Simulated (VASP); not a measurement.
A hop in CaF2 (fluorite): F into a F vacancy, in a supercell of 95 atoms with charge +1. Nudged elastic band with 3 images between relaxed ends, without a climbing image, so the barrier is a lower bound. These are PBE GGA, VASP's PBE PAW potentials (set 64) (plane waves; VASP 6.6.1) values and carry that method's errors. Numerical set-up: PREC = Normal, LREAL = Auto, ISYM = 0, NELECT = 760.0, 400 eV cut-off, 1×1×1 Γ-centred mesh, Gaussian smearing of 0.050 eV, potentials Ca_sv F.

The cell is charged, with a uniform compensating background. The supercell is sampled at Γ alone, which is coarse: total energies, pressure and levels can be off, energies of defects by several tenths of an eV.

First end (POSCAR):

```
Ca32F63
1.0
    11.004106    0.000000    0.000000
     0.000000   11.004106    0.000000
     0.000000    0.000000   11.004106
Ca F
32 63
Direct
     0.500546    0.998120    0.998213
     0.752043    0.249479    0.998143
     0.751965    0.997897    0.249525
     0.999992    0.999626    0.999675
     0.249455    0.249122    0.000403
     0.501085    0.500804    0.000526
     0.750435    0.750047    0.999848
     0.249270    0.000228    0.249054
     0.509355    0.240632    0.240893
     0.749757    0.500516    0.249099
     0.501004    0.000382    0.500817
     0.749741    0.248888    0.500747
     0.750504    0.999660    0.750233
     0.998445    0.500241    0.997974
     0.249760    0.751724    0.998137
     0.000654    0.248871    0.249055
     0.240968    0.508926    0.240614
     0.500932    0.749290    0.249294
     0.998439    0.997861    0.500254
     0.241105    0.240699    0.509072
     0.509502    0.509072    0.509371
     0.751998    0.751531    0.500424
     0.249685    0.998113    0.751823
     0.501097    0.249053    0.749586
     0.752199    0.500239    0.751857
     0.998355    0.751527    0.249489
     0.000723    0.500466    0.500630
     0.249403    0.749292    0.500695
     0.998478    0.249414    0.751584
     0.249582    0.500708    0.749340
     0.500712    0.751870    0.751826
     0.000112    0.750019    0.750025
     0.628687    0.121559    0.121550
     0.875320    0.374637    0.374865
     0.875154    0.374755    0.125257
     0.123796    0.625894    0.372827
     0.875352    0.125178    0.375034
     0.123927    0.372872    0.625999
     0.126615    0.126220    0.126173
     0.375177    0.374746    0.146581
     0.626389    0.625864    0.377107
     0.623778    0.623457    0.126474
     0.875207    0.874802    0.374921
     0.875124    0.874809    0.124433
     0.123948    0.123437    0.376920
     0.375407    0.146510    0.375211
     0.626529    0.376955    0.626446
     0.603537    0.374691    0.375451
     0.877261    0.624130    0.624506
     0.875236    0.623960    0.374991
     0.125523    0.873108    0.624463
     0.623809    0.126238    0.623466
     0.875552    0.374913    0.874862
     0.875402    0.374710    0.624078
     0.125549    0.624358    0.873010
     0.875139    0.124443    0.874995
     0.123688    0.376867    0.123494
     0.121722    0.628239    0.121253
     0.375197    0.874973    0.375096
     0.375124    0.874839    0.125517
     0.626374    0.123255    0.373082
     0.146760    0.374817    0.374962
     0.377428    0.626307    0.626173
     0.375234    0.602788    0.375157
     0.624860    0.876756    0.624568
     0.624399    0.874729    0.375192
     0.873648    0.124895    0.624523
     0.121828    0.121277    0.628265
     0.375599    0.375136    0.875143
     0.375294    0.375105    0.603312
     0.624887    0.624431    0.876949
     0.628882    0.628367    0.628615
     0.875330    0.874940    0.874958
     0.875368    0.874793    0.625124
     0.125294    0.125104    0.876759
     0.375196    0.125592    0.875234
     0.626281    0.373119    0.123795
     0.624750    0.374983    0.875287
     0.873527    0.624166    0.125160
     0.875436    0.625132    0.874977
     0.125222    0.876732    0.125120
     0.125646    0.874809    0.374888
     0.373431    0.123610    0.626278
     0.126723    0.623257    0.623235
     0.375281    0.875135    0.875138
     0.375302    0.875045    0.624244
     0.624622    0.125091    0.873247
     0.126027    0.374912    0.874904
     0.373307    0.626001    0.123673
     0.375353    0.624342    0.875110
     0.624542    0.873232    0.125341
     0.625457    0.874945    0.875177
     0.877071    0.124850    0.125136
     0.124785    0.874914    0.875028
     0.377182    0.123395    0.123728
```

Last end:

```
Ca32F63
1.0
    11.004106    0.000000    0.000000
     0.000000   11.004106    0.000000
     0.000000    0.000000   11.004106
Ca F
32 63
Direct
     0.500829    1.000441    0.999259
     0.749796    0.248931    0.999076
     0.751978    0.997856    0.250351
     0.998386    0.998041    0.999478
     0.241021    0.240721   -0.009284
     0.509493    0.509250   -0.009079
     0.752017    0.751696    0.999665
     0.249266    0.000226    0.250762
     0.509365    0.240521    0.259280
     0.749581    0.500435    0.250762
     0.500702   -0.002012    0.501871
     0.752086    0.249266    0.501808
     0.750501    0.999650    0.749864
     1.000766    0.500530    0.999070
     0.249300    0.749535    0.999112
     0.000617    0.248857    0.250717
     0.241071    0.508927    0.258956
     0.500897    0.749282    0.250976
     1.000017    0.999470    0.500014
     0.249504    0.249031    0.499287
     0.501098    0.500664    0.499689
     0.750382    0.749857    0.500197
     0.249701    0.998154    0.748109
     0.501099    0.249096    0.750555
     0.752239    0.500222    0.748229
     0.998323    0.751479    0.250314
    -0.001577    0.500110    0.501610
     0.249830    0.751616    0.501747
     0.998556    0.249440    0.747927
     0.249537    0.500750    0.750363
     0.500721    0.751811    0.748256
     0.000061    0.750018    0.749658
     0.626440    0.123620    0.126859
     0.875280    0.374640    0.374283
     0.874968    0.374715    0.124696
     0.121738    0.628171    0.378238
     0.877122    0.124882    0.374696
     0.125933    0.374909    0.624589
     0.123861    0.123497    0.122832
     0.375321    0.374837    0.353227
     0.623655    0.623176    0.373709
     0.626547    0.626187    0.123083
     0.875251    0.874754    0.375261
     0.875159    0.874788    0.124773
     0.126619    0.126163    0.373538
     0.377210    0.123350    0.376302
     0.624678    0.375023    0.625257
     0.626379    0.372731    0.376770
     0.875465    0.624828    0.624877
     0.873418    0.624163    0.374682
     0.124843    0.874902    0.624823
     0.624879    0.125094    0.626716
     0.875662    0.374854    0.875486
     0.875481    0.374760    0.624689
     0.126691    0.623311    0.876274
     0.873406    0.125043    0.875293
     0.146415    0.375044    0.124603
     0.123878    0.626007    0.126625
     0.375192    0.874881    0.374553
     0.375083    0.875032    0.124941
     0.628673    0.121175    0.378440
     0.123873    0.376792    0.376135
     0.375469    0.624358    0.624949
     0.373308    0.625839    0.376438
     0.625596    0.874935    0.624939
     0.624685    0.872954    0.374889
     0.875483    0.124225    0.624887
     0.125618    0.124994    0.622943
     0.375512    0.374986    0.897017
     0.375449    0.375167    0.624906
     0.628904    0.628413    0.871556
     0.624912    0.624413    0.623205
     0.875291    0.874915    0.874616
     0.875385    0.874801    0.624789
     0.121644    0.121450    0.871442
     0.373204    0.123608    0.873825
     0.603120    0.375210    0.125270
     0.626711    0.376978    0.874142
     0.875307    0.623841    0.124902
     0.877283    0.624408    0.875384
     0.125485    0.874925    0.124806
     0.125354    0.876573    0.374577
     0.375478    0.125526    0.624875
     0.125547    0.624366    0.626484
     0.375241    0.875097    0.875786
     0.375314    0.875058    0.624894
     0.623524    0.126252    0.876451
     0.124142    0.372971    0.873449
     0.375327    0.603350    0.125025
     0.377283    0.626118    0.873895
     0.624252    0.875004    0.125019
     0.624709    0.876777    0.875548
     0.875303    0.125086    0.124760
     0.125394    0.873195    0.875348
     0.375265    0.146445    0.124822
```

Problem. Predict the energy profile and the barrier.

Solution. 
```json
[
 {"image": "0", "path length (Å)": "0.00", "E − E(first end) (eV)": "0.000"},
 {"image": "1", "path length (Å)": "0.63", "E − E(first end) (eV)": "0.130"},
 {"image": "2", "path length (Å)": "1.26", "E − E(first end) (eV)": "0.235"},
 {"image": "3", "path length (Å)": "1.89", "E − E(first end) (eV)": "0.130"},
 {"image": "4", "path length (Å)": "2.53", "E − E(first end) (eV)": "0.000"}
]
```
The highest image is number 2 (counting the first end as 0), 1.26 Å along the path. The barrier is 0.23 eV forward and 0.23 eV back; the ends differ by 0.00 eV.

The cell is a supercell with a defect, built from CaF2 (fluorite): F into a F vacancy, charge +1. The run is not spin-polarised, so no state with unpaired spins was tried.
